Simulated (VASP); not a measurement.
A VASP calculation is set up with these files.

**POSCAR**
```
SrTiO3
7.8691080
  0.4999999758   0.0000000000   0.0000000000
  0.0000000000   0.4999999758   0.0000000000
  0.0000000000   0.0000000000   0.4999999758
Sr Ti O
1 1 3
direct
  0.0000000000   0.0000000000   0.0000000000
  0.5000000000   0.5000000000   0.5000000000
  0.5000000000   0.0000000000   0.5000000000
  0.0000000000   0.5000000000   0.5000000000
  0.5000000000   0.5000000000   0.0000000000
```

**INCAR**
```
ALGO  =  Normal
EDIFF  =  1E-7
ENCUT  =  520
GGA  =  PS
ISIF  =  2
ISMEAR  =  0
LASPH  =  .TRUE.
LCHARG  =  .FALSE.
LMAXMIX  =  4
LREAL  =  .FALSE.
LWAVE  =  .FALSE.
NELM  =  100
PREC  =  Accurate
SIGMA  =  0.05
SYSTEM  =  SrTiO3
```

File KPOINTS:
```
kpoints
0
gamma
7 7 7
```

POTCAR, in this order: Sr_sv Ti_sv O (PBE.64 set). Program: vasp_std.

Problem. Write an equivalent input for Ansatz.

Solution. One equivalent input (not run):
Ansatz 0.2 input:
```yaml
crystal:
  lattice:
    - [3.9345538, 0.0000000, 0.0000000]
    - [0.0000000, 3.9345538, 0.0000000]
    - [0.0000000, 0.0000000, 3.9345538]
  atoms:
    - { symbol: Sr, position: [0.0000000, 0.0000000, 0.0000000] }
    - { symbol: Ti, position: [0.5000000, 0.5000000, 0.5000000] }
    - { symbol: O, position: [0.5000000, 0.0000000, 0.5000000] }
    - { symbol: O, position: [0.0000000, 0.5000000, 0.5000000] }
    - { symbol: O, position: [0.5000000, 0.5000000, 0.0000000] }
kpoints:
  mp_grid: { grid: [7, 7, 7] }
hamiltonian:
  xc: pbesol
  pseudopotentials: { kind: paw }
scf:
  occupations: { method: gaussian, width: 0.05 }
  max_iter: 100
output: { forces: true, stress: true, eigenvalues: true }
```
Limits of the translation: each code has its own PAW files, so the cut-off isn't converted (ENCUT is set for VASP's; basis.ecutwfc is left out, and Ansatz then takes the one that its files recommend); Ansatz stops its SCF on the density residual and VASP on the energy change (EDIFF).

The compound is SrTiO3 in the cubic perovskite structure, the ideal cubic form; the compound distorts at low or room temperature. This cell is one point of a volume scan, at 1.03 of the reference volume.
